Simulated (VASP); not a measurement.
Consider the following.

```
KBr
1.0
    0.00000     3.36600     3.36600
    3.36600     0.00000     3.36600
    3.36600     3.36600     0.00000
K Br
1 1
Direct
  0.00000   0.00000   0.00000
  0.50000   0.50000   0.50000
```

Level of theory: PBE GGA, VASP's PBE PAW potentials (set 64) (plane waves; VASP). Settings: 400 eV cut-off, KSPACING 0.25 per Å, Gaussian smearing of 0.050 eV, potentials K_sv Br.

Gaps are read on the run's mesh, which can miss a band edge.

Task: What does the run give for the energy per atom (σ→0), band gap (on the k-mesh) with the smallest direct gap where there is one?

Result: 
```
Item                                          Value
-----------------------------------  --------------
band gap (on the k-mesh)                    4.28 eV
smallest direct gap (on the k-mesh)         4.28 eV
energy per atom (σ→0)                -3.112 eV/atom
```

The compound is KBr in the rock salt structure. The cell was not relaxed at this level. The run is one of a series of settings (KGAMMA = .TRUE., KSPACING = 0.25, KPOINTS file removed against the base run), some of them coarse on purpose.
